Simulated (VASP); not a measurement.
Level of theory: PBE GGA, VASP's PBE PAW potentials (set 64) (plane waves; VASP).

The input files of a VASP run:

File KPOINTS:
```
Automatic mesh
0
gamma
 20 20 20
0 0 0
```

POSCAR:
```
Fe
1.4168960
 -1.0000002467   1.0000002467   1.0000002467
  1.0000002467  -1.0000002467   1.0000002467
  1.0000002467   1.0000002467  -1.0000002467
Fe
1
direct
  0.0000000000   0.0000000000   0.0000000000
```

### INCAR
```
SYSTEM = Fe
PREC = Accurate; ENCUT = 520; LREAL = .FALSE.
LASPH = .TRUE.
EDIFF = 1E-7; NELM = 100; ALGO = Normal
LMAXMIX = 4
ISMEAR = -5
GGA = PE
ISPIN = 2; MAGMOM = 2.2
ISIF = 2
LWAVE = .FALSE.; LCHARG = .TRUE.; LORBIT = 11
NEDOS = 601
```

POTCAR, in this order: Fe (PBE.64 set). Program: vasp_std.

What VASP printed:

OSZICAR:
```
       N       E                     dE             d eps       ncg     rms          rms(c)
DAV:   1     0.157572172398E+02    0.15757E+02   -0.41456E+03  9553   0.108E+03
DAV:   2    -0.898012874486E+01   -0.24737E+02   -0.23449E+02  9331   0.129E+02
DAV:   3    -0.928129674622E+01   -0.30117E+00   -0.30032E+00 10435   0.198E+01
DAV:   4    -0.928266005538E+01   -0.13633E-02   -0.13619E-02 10118   0.121E+00
DAV:   5    -0.928267255356E+01   -0.12498E-04   -0.12492E-04  9987   0.103E-01    0.114E+01
DAV:   6    -0.832956933193E+01    0.95310E+00   -0.13333E+01  9764   0.585E+01    0.554E+00
DAV:   7    -0.825571190033E+01    0.73857E-01   -0.85454E-01  9746   0.143E+01    0.330E+00
DAV:   8    -0.824936568176E+01    0.63462E-02   -0.95968E-03 11286   0.815E-01    0.145E+00
DAV:   9    -0.824209083653E+01    0.72748E-02   -0.89553E-03 11614   0.739E-01    0.372E-01
DAV:  10    -0.824230660551E+01   -0.21577E-03   -0.16185E-03 10044   0.486E-01    0.133E-01
DAV:  11    -0.824230067689E+01    0.59286E-05   -0.22863E-04  9775   0.216E-01    0.388E-02
DAV:  12    -0.824230008455E+01    0.59233E-06   -0.55412E-06  9728   0.405E-02    0.127E-02
DAV:  13    -0.824229982491E+01    0.25964E-06   -0.10686E-06  8095   0.945E-03    0.538E-03
DAV:  14    -0.824230045436E+01   -0.62945E-06   -0.14301E-07  6186   0.556E-03    0.108E-03
DAV:  15    -0.824230062064E+01   -0.16628E-06   -0.87580E-09  4663   0.109E-03    0.211E-04
DAV:  16    -0.824230063851E+01   -0.17869E-07   -0.16912E-09  4647   0.504E-04
   1 F= -.82423006E+01 E0= -.82423006E+01  d E =0.000000E+00  mag=     2.1873
```

OUTCAR:
```
------------------------ aborting loop because EDIFF is reached ----------------------------------------
  FORCE on cell =-STRESS in cart. coord.  units (eV):
  Direction    XX          YY          ZZ          XY          YZ          ZX
  --------------------------------------------------------------------------------------
  Total       -0.0446579     -0.0446579     -0.0446579      0.0000000     -0.0000000     -0.0000000
  in kB       -6.2883258     -6.2883258     -6.2883258      0.0000000     -0.0000000     -0.0000000
  external PRESSURE =      -6.2883258 kB  Pullay stress =       0.0000000 kB
  volume of cell :       11.38
      direct lattice vectors                 reciprocal lattice vectors
    -1.416896350  1.416896350  1.416896350     0.000000000  0.352883964  0.352883964
     1.416896350 -1.416896350  1.416896350     0.352883964  0.000000000  0.352883964
     1.416896350  1.416896350 -1.416896350     0.352883964  0.352883964  0.000000000
 POSITION                                       TOTAL-FORCE (eV/Angst)
 -----------------------------------------------------------------------------------
      0.00000      0.00000      0.00000        -0.000000     -0.000000      0.000000
 -----------------------------------------------------------------------------------
    total drift:                                0.000000     -0.000000      0.000000
  FREE ENERGIE OF THE ION-ELECTRON SYSTEM (eV)
  ---------------------------------------------------
  free  energy   TOTEN  =        -8.2423006385 eV

  energy  without entropy=       -8.2423006385  energy(sigma->0) =       -8.24230064

 total charge

# of ion       s       p       d       tot
------------------------------------------
    1        0.486   0.541   6.237   7.264

 magnetization (x)

# of ion       s       p       d       tot
------------------------------------------
    1       -0.014  -0.057   2.257   2.186
```
(Selected blocks of OUTCAR.)

For a metal the tetrahedron method with Blöchl corrections gives inexact stress and forces.

The compound is Fe in the bcc structure. It was relaxed first.
